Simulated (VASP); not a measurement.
Input:

```
Al2Pt
1.0
    0.00000     2.89810     2.89810
    2.89810     0.00000     2.89810
    2.89810     2.89810     0.00000
Al Pt
2 1
Cartesian
  1.44905   1.44905   1.44905
  4.34715   4.34715   4.34715
  0.00000   0.00000   0.00000
```

Level of theory: LDA (Ceperley-Alder, Perdew-Zunger), VASP's LDA PAW potentials (set 64) (plane waves; VASP). Numerical set-up: 500 eV cut-off, 9×9×9 Γ-centred mesh, first-order Methfessel-Paxton smearing of 0.10 eV, potentials Al Pt.

Energy and stress use the plane-wave basis of the starting cell.

Task: The ions, cell shape and volume at an external pressure of 10.0 GPa are relaxed. Give the cell that the relaxation ends in.

Result: 
```
Al2Pt
1.0
    0.00000     2.87121     2.87121
    2.87121     0.00000     2.87121
    2.87121     2.87121     0.00000
Al Pt
2 1
Direct
  0.25000   0.25000   0.25000
  0.75000   0.75000   0.75000
  0.00000   0.00000   0.00000
```
Space group Fm-3m (225), at a tolerance of 0.03 Å.

Task: How do energy and volume change from the first to the last step?

Result: The energy (σ→0) changes by +20.7 meV/atom and the volume by -2.8 %, in 3 ionic steps.

The compound is PtAl2 in the fluorite structure. This run relaxes it under an external pressure of 10 GPa. Symmetry was kept, so distortions that lower it aren't found.
